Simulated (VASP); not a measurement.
Pt3Ti: transverse stress against strain

Pt3Ti (L1_2, Pm-3m, 14.805 Å³/atom and stress up to 0.03 GPa in the relaxed cell, cube axes along x, y and z) under a strain ε along a cube axis (axis z), the other axes held. PBEsol in VASP (plane waves, PAW), 480 eV, 12×12×12 Γ-centred mesh, Methfessel-Paxton smearing 0.10 eV; ions are relaxed, or left where forces stay under 0.02 eV/Å, within the symmetry of each cell. Stress is positive for a compressed cell.

Here s stands for strain and y for stress xx.

```csv
strain (%),stress xx (GPa)
-2.50,?
-1.00,2.18
-0.50,1.08
0.00,0.03
0.50,-0.97
1.00,-1.93
```

The 5 complete rows are fitted with a straight line, y against s. Means: s 0, y 0.078. About the means, the sum of products is -5.1350 and the sum of squares of s is 2.5000; the slope is their ratio. Least squares gives y = 0.078 - 2.0540·s. Residuals (row less fit): 0.048, -0.025, -0.048, -0.021, 0.046; standard error 0.051 (degrees of freedom: 3). The slope gives the elastic constant C12 = about 210 GPa.

### Question
Estimate the missing y (s = -2.50); what did the run itself give?

### Answer
y = 0.078 - 2.0540 × (-2.5) = 5.213 GPa. The calculation gives 5.79 GPa, 0.577 GPa above the prediction (7.5 % of the range of y in the table). The row lies outside the fitted rows, so this is an extrapolation. From the scatter of the fitted rows alone, a prediction at this place has a standard error of 0.098 GPa, so the miss is 5.9 times that.

A polynomial of degree 2 through the 10 other runs of the series gives 5.77 there, so most of the miss is curvature that the fit leaves out. In a metal these values are sensitive to mesh and smearing; energies are taken to zero smearing, stresses follow the free energy. The runs aren't spin-polarised. Spin-orbit coupling is left out, which can shift these values for the heavy elements here. Rows are the converged runs of the series near zero and its far end, less any whose ions stayed unrelaxed beside relaxed ones; series whose fitted rows scatter by over a few per cent of the range, as at a crossing or softening among them, aren't shown in this form. Most that stay on the fit to the last digits aren't either.
